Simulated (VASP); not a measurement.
Level of theory: PBE GGA with D3 dispersion (zero damping), VASP's PBE PAW potentials (set 64) (plane waves; VASP 6.6.1).

The input files of a VASP run:

### POSCAR
```
MgI2
1
    2.1193273189    -3.6707821580     0.0000000000
    2.1193273189     3.6707821580     0.0000000000
    0.0000000000     0.0000000000     7.0646316734
Mg I
1 2
Direct
  0.0000000000   0.0000000000   0.0000000000
  0.3333330000   0.6666670000   0.2424960597
  0.6666670000   0.3333330000   0.7575039403
```

### KPOINTS
```
Automatic mesh
0
Gamma
6 6 3
0 0 0
```

### INCAR
```
ALGO=Normal
EDIFF=1E-7
EDIFFG=-0.01
ENCUT=520
GGA=PE
IBRION=2
ISIF=4
ISMEAR=0
IVDW=11
LASPH=.True.
LCHARG=.False.
LMAXMIX=4
LREAL=.False.
LWAVE=.False.
NELM=100
NSW=30
PREC=Accurate
SIGMA=0.05
SYSTEM=MgI2
```

POTCAR, in this order: Mg I (PBE.64 set). Program: vasp_std.

Q: What will the output report for the number of irreducible k-points (NKPTS), largest plane-wave count, number of space-group operations, FFT grid (NGX, NGY, NGZ)?

A: 
```yaml
number of irreducible k-points (NKPTS): 17
largest_plane_wave_count: 2988
number_of_space_group_operations: 12
FFT grid (NGX, NGY, NGZ): 32 × 32 × 54
```

The compound is MgI2 in the 1T layered structure. This cell is one point of a volume scan, at 1.06 of the reference volume. Symmetry was kept, so distortions that lower it aren't found.
